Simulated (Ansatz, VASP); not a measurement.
**SbOs: VASP beside Ansatz**

File INCAR:

```
PREC     = Accurate       # precision mode
ENCUT    = 520            # plane-wave cutoff, eV
EDIFF    = 1E-7           # SCF threshold, eV
ISMEAR   = 0              # smearing method
SIGMA    = 0.05           # smearing width, eV
LREAL    = F              # projectors in reciprocal space
LASPH    = T              # aspherical terms in the spheres
NELM     = 100            # most SCF steps
ALGO     = Normal         # electronic algorithm
ISIF     = 2              # what is computed and relaxed
LWAVE    = F              # write WAVECAR
LCHARG   = F              # write CHGCAR
GGA      = PE             # functional
NBANDS   = 14             # bands
```

Contents of KPOINTS:

```
regular mesh
0
Gamma
  12 12 12
```

The input POSCAR:

```
SbOs
1.0
    0.0000000000      2.7136168850      2.7136168850
    2.6864807162      0.0000000000      2.7136168850
    2.6864807162      2.7136168850      0.0000000000
Os Sb
1 1
Direct
    0.5000000000      0.5000000000      0.5000000000
    0.0000000000      0.0000000000      0.0000000000
```

Input for Ansatz:

```yaml
crystal:
  lattice:
    - [0.0, 2.713616885, 2.713616885]
    - [2.6864807162, 0.0, 2.713616885]
    - [2.6864807162, 2.713616885, 0.0]
  atoms:
    - { symbol: Os, position: [0.5, 0.5, 0.5] }
    - { symbol: Sb, position: [0.0, 0.0, 0.0] }
basis:
  ecutwfc: 420
  ecutrho_ratio: 4
kpoints:
  mp_grid: { grid: [12, 12, 12] }
hamiltonian:
  xc: pbe
scf:
  occupations: { method: gaussian, width: 0.05 }
output:
  forces: true
  stress: true
  eigenvalues: true
```

Change from the starting cell: strain e1 = -0.01, atoms carried along.

Alike in both runs: task single point; functional PBE; k mesh 12 × 12 × 12; occupations gaussian, width 0.05 eV; no spin polarisation.

```csv
,VASP,Ansatz
version,VASP 6.6.1,Ansatz 0.2.0
potentials or method,"VASP PAW PBE potentials, release 64 (Os, Sb)","scalar-relativistic, plane waves, PAW"
plane-wave cutoff (eV),520,420
valence electrons in the cell,13,31
```

VASP gave:

- gap on the k mesh at the Fermi level (eV): none
- pressure (GPa): 1.3
- largest component of the traceless stress (GPa): 1.80

Which values does Ansatz return?

gap on the k mesh at the Fermi level (eV): none; pressure (GPa): 1.5; largest component of the traceless stress (GPa): 1.81.

A gap of «none» marks a metal or a gap that the smearing closes. The two sets of potentials don't hold the same shells in valence.

Spin-orbit coupling is left out, which matters for the levels of Os, Sb.
